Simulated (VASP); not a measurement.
Data:

```yaml
crystal:
  lattice:
    - [3.09681, 0.00000, 0.00000]
    - [-1.54841, 2.68192, 0.00000]
    - [0.00000, 0.00000, 5.34858]
  atoms:
    - { symbol: Hf, position: [0.66667, 0.33333, 0.75000] }
    - { symbol: Hf, position: [0.33333, 0.66667, 0.25000] }
    - { symbol: N, position: [0.00000, 0.00000, 0.00000] }
    - { symbol: N, position: [0.00000, 0.00000, 0.50000] }
```

Computed with LDA (Ceperley-Alder, Perdew-Zunger) with spin-orbit coupling, VASP's LDA PAW potentials (set 64) (plane waves; VASP 6.6.1). Numerical set-up: 520 eV cut-off, 10×10×5 Γ-centred mesh, Gaussian smearing of 0.050 eV, potentials Hf_pv N.

Estimate the energy per atom (σ→0), band gap (over mesh and band path) with the smallest direct gap where there is one.

```
Property                                                              Result
----------------------------------  ----------------------------------------
band gap (over mesh and band path)  none (metal, semimetal or under 0.01 eV)
energy per atom (σ→0)                                        -12237 meV/atom
```

The absolute energy has meaning only against runs of the same code, potentials and settings.

The structure comes from a computed database's HfN entry (P6_3/mmc); how it stands against other phases isn't given here. It was relaxed first.
